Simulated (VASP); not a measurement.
Here is the system:

```yaml
crystal:
  lattice:
    - [4.46157, 0.00000, 0.00000]
    - [-2.23079, 3.86383, 0.00000]
    - [0.00000, 0.00000, 7.27246]
  atoms:
    - { symbol: Y, position: [0.66667, 0.33333, 0.23993] }
    - { symbol: Y, position: [0.66667, 0.33333, 0.75811] }
    - { symbol: Ga, position: [0.33333, 0.66667, 0.96939] }
    - { symbol: Ga, position: [0.33333, 0.66667, 0.54753] }
    - { symbol: Ga, position: [0.00000, 0.00000, 0.45445] }
    - { symbol: Ag, position: [0.00000, 0.00000, 0.03059] }
```

Level of theory: PBEsol GGA, VASP's PBE PAW potentials (set 64) (plane waves; VASP). Settings: 300 eV cut-off, 6×6×4 Γ-centred mesh, Fermi-Dirac smearing of 0.10 eV, potentials Y_sv Ga_d Ag.

Q: Give the energies of bands 29 to 42 at the high-symmetry points, in eV from the Fermi level.

A: 
| band | Γ | M | K | A | L | H |
|---|---|---|---|---|---|---|
| 29 | -4.97 | -4.89 | -5.01 | -4.98 | -4.89 | -5.00 |
| 30 | -4.65 | -4.80 | -4.82 | -4.98 | -4.88 | -4.95 |
| 31 | -4.58 | -4.28 | -4.08 | -1.95 | -4.45 | -4.07 |
| 32 | -1.24 | -3.06 | -3.66 | -1.82 | -3.94 | -3.69 |
| 33 | -1.24 | -2.07 | -3.50 | -0.76 | -1.83 | -3.07 |
| 34 | -0.09 | -1.94 | -1.64 | -0.76 | -1.38 | -2.04 |
| 35 | 0.41 | -1.57 | -1.25 | -0.03 | -0.77 | -1.06 |
| 36 | 0.53 | -0.59 | -1.05 | -0.03 | -0.43 | -0.55 |
| 37 | 0.53 | -0.31 | 1.41 | 0.60 | 0.14 | 0.47 |
| 38 | 1.57 | 1.36 | 1.74 | 0.96 | 0.96 | 0.97 |
| 39 | 1.57 | 2.34 | 2.10 | 0.96 | 1.79 | 2.07 |
| 40 | 1.90 | 2.48 | 2.17 | 1.88 | 2.64 | 2.40 |
| 41 | 1.90 | 3.11 | 2.40 | 1.88 | 2.69 | 3.02 |
| 42 | 2.58 | 3.25 | 2.50 | 1.88 | 2.95 | 3.42 |

It has no gap at this level: it comes out as a metal or semimetal.

The structure comes from a computed database's Y2Ga3Ag entry; how it stands against other phases isn't given here. The cell was not relaxed at this level.
